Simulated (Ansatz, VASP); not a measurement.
# Ta2CF2: VASP beside Ansatz, part 2 of 2

Wanted: the spread between two codes on one cell, functional and k mesh. The cell is taken from a series of runs on this material, whose earlier steps may have relaxed, scaled, displaced or heated it; both programs get it as it stands.

VASP 6.6.1 and Ansatz 0.2.0.

So far. Step 2 (VASP: single point, PBE, pair 1): The run ends at a pressure of 7.57 GPa, with forces up to 6.3 eV/Å.

## 5. VASP: single point, PBE, pair 2

Level of this step: PBE; plane waves and PAW (C, Ta_pv, F) (VASP).

With cell and atoms fixed, the geometry can't cause a difference; cores, projectors, grids and the points listed under the comparison can. This pair takes another cell of the material, with 10 atoms against 5 for the pair before.

INCAR reads:

```
SYSTEM = Ta2CF2
PREC = Accurate
ENCUT = 520
EDIFF = 1E-06
NELM = 120
ISMEAR = 1
SIGMA = 0.2
LREAL = .FALSE.
ALGO = Normal
GGA = PE
NBANDS = 50
LASPH = .TRUE.
LORBIT = 11
LWAVE = .FALSE.
LCHARG = .FALSE.
ISIF = 2
LDIPOL = .TRUE.
IDIPOL = 3
DIPOL = 0.5 0.5 0.301
LVHAR = .TRUE.
GGA_COMPAT = .FALSE.
NELMDL = -8
KPAR = 2
```

POSCAR reads:

```
Ta2CF2
1.0
    3.2057835833      0.0000000000      0.0000000000
    0.0000000000      5.5525800443      0.0000000000
    0.0000000000      0.0000000000     33.2000000000
C Ta F
2 4 4
Direct
    0.5000000000      0.5000000000      0.3012048193
    0.0000000000      0.0000000000      0.3012048193
    0.0000000000      0.3333333333      0.3339935188
    0.5000000000      0.8333333333      0.3339935188
    0.5000000000      0.1666666667      0.2684161198
    0.0000000000      0.6666666667      0.2684161198
    0.5000000000      0.1666666667      0.3761822113
    0.0000000000      0.6666666667      0.3761822113
    0.0000000000      0.3333333333      0.2262274272
    0.5000000000      0.8333333333      0.2262274272
```

KPOINTS reads:

```
Automatic mesh
0
Gamma
12 6 1
0 0 0
```

PAW data sets: C, Ta_pv and F (PBE family, release 64).

Run with:

```
> mpirun -np 2 vasp_std
```

Numbers of over 12 decimals in the logs are rounded to 6 here.

What it wrote:

```text
[banner, memory and clock lines left out]
running    2 mpi-ranks, on    1 nodes
[...]
LDA part: xc-table for (Slater+PW92), standard interpolation
 POSCAR, INCAR and KPOINTS ok, starting setup
[...]
entering main loop
       N       E                     dE             d eps       ncg     rms          rms(c)
DAV:   1     0.745168454188E+03    0.74517E+03   -0.39341E+04  3480   0.128E+03
DAV:   2    -0.109946395710E+02   -0.75616E+03   -0.73674E+03  3808   0.325E+02
DAV:   3    -0.992513767073E+02   -0.88257E+02   -0.86975E+02  3338   0.110E+02
DAV:   4    -0.102035716165E+03   -0.27843E+01   -0.27531E+01  3534   0.206E+01
[...]
DAV:  25    -0.885758570193E+02   -0.20092E-05   -0.75058E-08  1902   0.971E-04    0.704E-04
DAV:  26    -0.885758596530E+02   -0.26337E-05   -0.12362E-07  1950   0.128E-03    0.189E-04
DAV:  27    -0.885758601596E+02   -0.50665E-06   -0.45235E-08  1812   0.621E-04
   1 F= -.88575860E+02 E0= -.88575313E+02  d E =-.164283E-02
```

Parts of OUTCAR (step 5):

```text
  Total        0.4565231      0.0010539      0.3796648      0.0000000     -0.0205791      0.0000000
  in kB        1.2376739      0.0028573      1.0293043      0.0000000     -0.0557918      0.0000000
  external PRESSURE =       0.7566118 kB  Pullay stress =       0.0000000 kB

 POSITION                                       TOTAL-FORCE (eV/Angst)
 -----------------------------------------------------------------------------------
      1.60289      2.77629     10.00000         0.000000     -0.000000      0.000000
      0.00000      0.00000     10.00000         0.000000     -0.000000      0.000000
      0.00000      1.85086     11.08858         0.000000      0.042218      0.077061
      1.60289      4.62715     11.08858        -0.000000      0.042218      0.077061
      1.60289      0.92543      8.91142         0.000000     -0.042218     -0.077061
      0.00000      3.70172      8.91142         0.000000     -0.042218     -0.077061
      1.60289      0.92543     12.48925        -0.000000     -0.020554      0.025311
      0.00000      3.70172     12.48925         0.000000     -0.020554      0.025311
      0.00000      1.85086      7.51075         0.000000      0.020554     -0.025311
      1.60289      4.62715      7.51075         0.000000      0.020554     -0.025311
 -----------------------------------------------------------------------------------
    total drift:                                0.000000      0.000001     -0.000149

  FREE ENERGIE OF THE ION-ELECTRON SYSTEM (eV)
  ---------------------------------------------------
  free  energy   TOTEN  =       -88.5758601596 eV

  energy  without entropy=      -88.5742173345  energy(sigma->0) =      -88.57531255

[... 3 further parts left out ...]
[key lines of the parts left out:]
E-fermi :  -1.6740
```

The run ends at a pressure of 0.08 GPa, with forces up to 0.088 eV/Å.

## 6. Ansatz: single point, PBE, pair 2

The same cell, functional, mesh and smearing now go to Ansatz, which takes its cutoff from its data sets.

The cell is taken from a series of runs on this material, whose earlier steps may have relaxed, scaled, displaced or heated it; both programs get it as it stands.

input.yaml reads:

```yaml
crystal:
  lattice:
    - [3.2057835833, 0.0, 0.0]
    - [0.0, 5.5525800443, 0.0]
    - [0.0, 0.0, 33.2]
  atoms:
    - { symbol: C, position: [0.5, 0.5, 0.3012048193] }
    - { symbol: C, position: [0.0, 0.0, 0.3012048193] }
    - { symbol: Ta, position: [0.0, 0.3333333333, 0.3339935188] }
    - { symbol: Ta, position: [0.5, 0.8333333333, 0.3339935188] }
    - { symbol: Ta, position: [0.5, 0.1666666667, 0.2684161197] }
    - { symbol: Ta, position: [1.0, 0.6666666667, 0.2684161197] }
    - { symbol: F, position: [0.5, 0.1666666667, 0.3761822113] }
    - { symbol: F, position: [1.0, 0.6666666667, 0.3761822113] }
    - { symbol: F, position: [0.0, 0.3333333333, 0.2262274272] }
    - { symbol: F, position: [0.5, 0.8333333333, 0.2262274272] }
  periodic: [true, true, false]
kpoints:
  mp_grid: { grid: [12, 6, 1] }
hamiltonian:
  xc: pbe
  pseudopotentials: { kind: paw, azcp: { folder: soft_1 } }
scf:
  occupations: { method: methfessel_paxton, width: 0.2 }
output:
  forces: true
  stress: true
  eigenvalues: true
```

Run with:

```
> ansatz run input.yaml --threads 4 --pin off --max-ram 16384MiB --backend cpu --events-out ev --progress --plain --runs-dir out
```

What it wrote:

```text
[...]
Crystal: 10 atoms, lattice volume = 590.972 Å³
Basis set: ecut = 420 eV, 11619 PW (Γ), exchange–correlation on 48×80×450 points (8 copies of the dense FFT grid, shifted against one another)
Bands: 54, of which v1, the nominal top of the filled ones, is band 44 counted from 1 (43 counted from 0)
Symmetry: 8 space group operations
[...]
k-points: 28 of 72
[...]
k-point 1: bands = [... 40 lower, -7.6659, -5.8090, -5.4231, -4.3091, -2.9667, -2.9595, -2.7118, -2.6743, ... 6 higher]
  k-point 2: bands = [... 40 lower, -7.3441, -6.3078, -4.9745, -4.2472, -3.6929, -3.4782, -3.0810, -2.6139, ... 6 higher]
  k-point 27: bands = [... 40 lower, -7.7860, -7.7860, -2.3095, -2.3095, -2.2631, -2.2631, -2.0878, -2.0878, ... 6 higher]
  ° read free of the cell's end (the report's vacuum.weakly_bound_levels)
[key lines of the parts left out:]
SCF converged after 9 iterations
Free energy (F): -43472.864052 eV
Fermi energy:    -3.763637 eV
P = ½ c Tr σ = -0.0778 N/m
```

## 7. Comparison

What differs besides the data sets and the points named for the pairs above, as far as they apply: the data sets hold 88 valence electrons in Ansatz (on its PAW soft_1 files) and 80 in VASP. Total energies have different zeros and are not compared.

Forces (eV/Å; atoms numbered as in POSCAR):

```tsv
atom	Ansatz x, y, z	VASP x, y, z
C1	0.000, 0.000, 0.000	0.000, 0.000, 0.000
C2	0.000, 0.000, 0.000	0.000, 0.000, 0.000
Ta3	0.000, 0.043, 0.057	0.000, 0.042, 0.077
Ta4	0.000, 0.043, 0.057	0.000, 0.042, 0.077
Ta5	0.000, -0.043, -0.057	0.000, -0.042, -0.077
Ta6	0.000, -0.043, -0.057	0.000, -0.042, -0.077
F7	0.000, -0.020, -0.003	0.000, -0.021, 0.025
F8	0.000, -0.020, -0.003	0.000, -0.021, 0.025
F9	0.000, 0.020, 0.003	0.000, 0.021, -0.025
F10	0.000, 0.020, 0.003	0.000, 0.021, -0.025
```

The forces differ by 13 meV/Å r.m.s., which is 37.1 % of the r.m.s. force of 0.034 eV/Å (both taken over all components). With vacuum in the cell, a pressure given here is an average over mostly empty space and none of the material.

## 8. What the set-up changes

Further runs change the set-up of one program: Ansatz's method, potentials or start, or VASP's data sets, cutoff or form of LDA. The table gives that difference for each run.

```tsv
run	r.m.s. force difference (meV/Å)
as above	13
VASP with the data sets C, Ta_sv_GW and F	7.9
```

## 9. Ansatz: single point, PBE, pair 3

A single point gives forces, pressure and levels at one fixed geometry, so differences don't come from the geometry; what else differs is listed under the comparison.

The cell is taken from a series of runs on this material, whose earlier steps may have relaxed, scaled, displaced or heated it; both programs get it as it stands.

input.yaml, the sections that differ from step 6:

```yaml
crystal:
  lattice:
    - [3.2057835833, 0.0, 0.0]
    - [0.0, 5.5525800443, 0.0]
    - [0.0, 0.0, 33.2]
  atoms:
    - { symbol: C, position: [0.5, 0.4974112666, 0.2988343959] }
    - { symbol: C, position: [0.0, 0.0025887334, 0.3035752426] }
    - { symbol: Ta, position: [0.0, 0.3412310938, 0.3337499921] }
    - { symbol: Ta, position: [0.5, 0.8254355728, 0.3342370454] }
    - { symbol: Ta, position: [0.5, 0.1587689062, 0.2686596464] }
    - { symbol: Ta, position: [1.0, 0.6745644272, 0.2681725931] }
    - { symbol: F, position: [0.5, 0.1671597839, 0.3750038041] }
    - { symbol: F, position: [1.0, 0.6661735495, 0.3773606185] }
    - { symbol: F, position: [0.0, 0.3328402161, 0.2274058344] }
    - { symbol: F, position: [0.5, 0.8338264505, 0.22504902] }
  periodic: [true, true, false]
# kpoints, hamiltonian, scf, output: as in step 6
```

What it wrote:

```text
[...]
Crystal: 10 atoms, lattice volume = 590.972 Å³
Basis set: ecut = 420 eV, 11619 PW (Γ), exchange–correlation on 48×80×450 points (8 copies of the dense FFT grid, shifted against one another)
Bands: 54, of which v1, the nominal top of the filled ones, is band 44 counted from 1 (43 counted from 0)
Symmetry: 4 space group operations
[...]
k-points: 28 of 72
[...]
k-point 1: bands = [... 40 lower, -7.6791, -5.7982, -5.4401, -4.3460, -3.1466, -2.9720, -2.7232, -2.5919, ... 6 higher]
  k-point 2: bands = [... 40 lower, -7.3806, -6.2894, -5.0033, -4.3113, -3.7934, -3.5156, -3.0355, -2.6132, ... 6 higher]
  k-point 27: bands = [... 40 lower, -7.7587, -7.7587, -2.4276, -2.4276, -2.2968, -2.2968, -2.1093, -2.1093, ... 6 higher]
  ° read free of the cell's end (the report's vacuum.weakly_bound_levels)
[key lines of the parts left out:]
SCF converged after 9 iterations
Free energy (F): -43472.872036 eV
Fermi energy:    -3.837749 eV
P = ½ c Tr σ = -0.3082 N/m
```

## 10. VASP: single point, PBE, pair 3

The same cell, functional, mesh and smearing now go to VASP, with its own data sets.

INCAR is that of step 5.

POSCAR reads:

```
Ta2CF2
1.0
    3.2057835833      0.0000000000      0.0000000000
    0.0000000000      5.5525800443      0.0000000000
    0.0000000000      0.0000000000     33.2000000000
C Ta F
2 4 4
Direct
    0.5000000000      0.4974112666      0.2988343959
    0.0000000000      0.0025887334      0.3035752426
    0.0000000000      0.3412310938      0.3337499921
    0.5000000000      0.8254355728      0.3342370454
    0.5000000000      0.1587689062      0.2686596464
    0.0000000000      0.6745644272      0.2681725931
    0.5000000000      0.1671597839      0.3750038041
    0.0000000000      0.6661735495      0.3773606185
    0.0000000000      0.3328402161      0.2274058344
    0.5000000000      0.8338264505      0.2250490200
```

KPOINTS is that of step 5.

Run with:

```
> mpirun -np 2 vasp_std
```

What it wrote:

```text
[... set-up lines as in an earlier step ...]
 entering main loop
       N       E                     dE             d eps       ncg     rms          rms(c)
DAV:   1     0.748007465899E+03    0.74801E+03   -0.39307E+04  3472   0.128E+03
DAV:   2    -0.100134885615E+02   -0.75802E+03   -0.73769E+03  3814   0.325E+02
DAV:   3    -0.991606950219E+02   -0.89147E+02   -0.87909E+02  3322   0.111E+02
DAV:   4    -0.101986084771E+03   -0.28254E+01   -0.27952E+01  3550   0.207E+01
[...]
DAV:  25    -0.885839621658E+02   -0.35967E-05   -0.12126E-07  1966   0.137E-03    0.494E-04
DAV:  26    -0.885839667527E+02   -0.45868E-05   -0.18567E-07  1994   0.166E-03    0.360E-04
DAV:  27    -0.885839676847E+02   -0.93200E-06   -0.54046E-08  1908   0.744E-04
   1 F= -.88583968E+02 E0= -.88582549E+02  d E =-.425533E-02
```

From OUTCAR (step 10):

```text
  Total        0.1101836     -0.1600809      0.7250311      0.0000000      0.0850474      0.0000000
  in kB        0.2987174     -0.4339933      1.9656224      0.0000000      0.2305709      0.0000000
  external PRESSURE =       0.6101155 kB  Pullay stress =       0.0000000 kB

 POSITION                                       TOTAL-FORCE (eV/Angst)
 -----------------------------------------------------------------------------------
      1.60289      2.76192      9.92130         0.000000      0.003269      0.032127
      0.00000      0.01437     10.07870         0.000000     -0.003269     -0.032127
      0.00000      1.89471     11.08050         0.000000      0.128965      0.149907
      1.60289      4.58330     11.09667         0.000000     -0.042269      0.225828
      1.60289      0.88158      8.91950         0.000000     -0.128965     -0.149907
      0.00000      3.74557      8.90333         0.000000      0.042269     -0.225828
      1.60289      0.92817     12.45013         0.000000     -0.002983      0.012932
      0.00000      3.69898     12.52837         0.000000     -0.017045      0.010589
      0.00000      1.84812      7.54987         0.000000      0.002983     -0.012932
      1.60289      4.62989      7.47163         0.000000      0.017045     -0.010589
 -----------------------------------------------------------------------------------
    total drift:                                0.000000     -0.000001     -0.000222

  FREE ENERGIE OF THE ION-ELECTRON SYSTEM (eV)
  ---------------------------------------------------
  free  energy   TOTEN  =       -88.5839676847 eV

  energy  without entropy=      -88.5797123594  energy(sigma->0) =      -88.58254924

[... 2 parts as in an earlier step ...]

[... 1 further part left out ...]
[key lines of the parts left out:]
E-fermi :  -1.7469
```

The run ends at a pressure of 0.06 GPa, with forces up to 0.23 eV/Å.

## 11. Differences

What differs besides the data sets and the points named for the pairs above, as far as they apply: the data sets hold 88 valence electrons in Ansatz (on its PAW soft_1 files) and 80 in VASP. Total energies have different zeros and are not compared.

Forces (eV/Å; atoms numbered as in POSCAR):

```tsv
atom	Ansatz x, y, z	VASP x, y, z
C1	0.000, 0.003, 0.028	0.000, 0.003, 0.032
C2	0.000, -0.003, -0.028	0.000, -0.003, -0.032
Ta3	0.000, 0.127, 0.133	0.000, 0.129, 0.150
Ta4	0.000, -0.040, 0.204	0.000, -0.042, 0.226
Ta5	0.000, -0.127, -0.133	0.000, -0.129, -0.150
Ta6	0.000, 0.040, -0.204	0.000, 0.042, -0.226
F7	0.000, -0.003, -0.014	0.000, -0.003, 0.013
F8	0.000, -0.017, -0.020	0.000, -0.017, 0.011
F9	0.000, 0.003, 0.014	0.000, 0.003, -0.013
F10	0.000, 0.017, 0.020	0.000, 0.017, -0.011
```

The forces differ by 13 meV/Å r.m.s., which is 16.1 % of the r.m.s. force of 0.079 eV/Å (both taken over all components). With vacuum in the cell, a pressure given here is an average over mostly empty space and none of the material.

## 12. What came out

```yaml
r_m_s_force_difference_single_point_pbe_pair_1: 1.0 % of the r.m.s. force
r_m_s_force_difference_single_point_pbe_pair_2: 13 meV/Å
r_m_s_force_difference_single_point_pbe_pair_3: 13 meV/Å
```

What this shows: The r.m.s. force difference is 13 meV/Å (single point, PBE, pair 2), beyond the 12 meV/Å picked in this series as the mark of a large difference. The data sets hold unlike numbers of valence electrons (44 in Ansatz and 40 in VASP and 88 in Ansatz and 80 in VASP), so part of the differences comes from the potentials. Single point, PBE, pair 2, VASP with the data sets C, Ta_sv_GW and F: r.m.s. force difference goes from 13 to 7.9 meV/Å. What causes the difference of the single point, PBE, pair 3 pair stays open here. 3 further runs of this series are not shown here. How closely two codes agree says nothing of how well the functional describes the real material.

[Lines on the potential files, build, host, timing and source positions are cut from VASP's logs without a mark.]

[Logs are printed without paths, hosts, clocks, repeated set-up lines and the standing remarks that a program may print on its own settings, such as how far it seeks lower states.]

[Hosts, paths, dates, database ids (printed as entryN), source tags and the programs' standing remarks are cut or masked in the printed files.]
